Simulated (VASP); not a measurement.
An input for Quantum ESPRESSO's pw.x (written as the equivalent of a VASP run, and not itself run):

```
&CONTROL
  calculation = 'vc-relax'
  pseudo_dir = './pseudo'
  outdir = './out'
  tprnfor = .true.
  tstress = .true.
  nstep = 60
  forc_conv_thr = 0.00039
/
&SYSTEM
  ibrav = 0
  nat = 2
  ntyp = 2
  ecutwfc = 44
  occupations = 'smearing'
  smearing = 'gaussian'
  degauss = 0.003675
  input_dft = 'vdw-df2-b86r'
/
&ELECTRONS
  conv_thr = 7.3e-08
  electron_maxstep = 100
/
&IONS
/
&CELL
/
ATOMIC_SPECIES
  Al 26.982 Al.upf
  P 30.974 P.upf
CELL_PARAMETERS angstrom
     0.0000000    2.7300000    2.7300000
     2.7300000    0.0000000    2.7300000
     2.7300000    2.7300000    0.0000000
ATOMIC_POSITIONS crystal
  Al   0.0000000  0.0000000  0.0000000
  P    0.2500000  0.2500000  0.2500000
K_POINTS automatic
  8 8 8 0 0 0
```

Q: Write the VASP files for the same calculation (rev-vdW-DF2).

A: This is not unique; one that fits is 
### POSCAR
```
AlP
1
    0.0000000000     2.7300000000     2.7300000000
    2.7300000000     0.0000000000     2.7300000000
    2.7300000000     2.7300000000     0.0000000000
Al P
1 1
Direct
  0.0000000000   0.0000000000   0.0000000000
  0.2500000000   0.2500000000   0.2500000000
```

INCAR:
```
SIGMA=0.05
PREC=Accurate
NELM=100   # most electronic steps
LREAL=.FALSE.   # projection in real space or not
LCHARG=.FALSE.
EDIFFG=-0.01   # ionic stop
ENCUT=520   # plane-wave cut-off (eV)
AGGAC=0.0
EDIFF=1E-6   # SCF stop (eV)
LUSE_VDW=.TRUE.
GGA=MK
LASPH=.TRUE.   # aspherical one-centre terms
PARAM2=0.7114
LWAVE=.FALSE.
ZAB_VDW=-1.8867
PARAM1=0.1234568
ISIF=3
ISMEAR=0
ALGO=Normal
SYSTEM=AlP
IBRION=2   # conjugate gradients
NSW=60   # most ionic steps
```

### KPOINTS
```
Automatic mesh
0
Gamma
8 8 8
0 0 0
```

POTCAR, in this order: Al P (PBE.64 set). Program: vasp_std.

Limits of the translation: the potentials are each code's own (VASP's PAW set, PseudoDojo norm-conserving files in pw.x), so ENCUT and ecutwfc are chosen apart and not converted; conv_thr bounds pw.x's estimated SCF error, while EDIFF bounds the energy change between steps; forc_conv_thr acts on force components and is met together with etot_conv_thr.

The compound is AlP in the zinc blende structure. This run relaxes it. Symmetry was kept, so distortions that lower it aren't found.
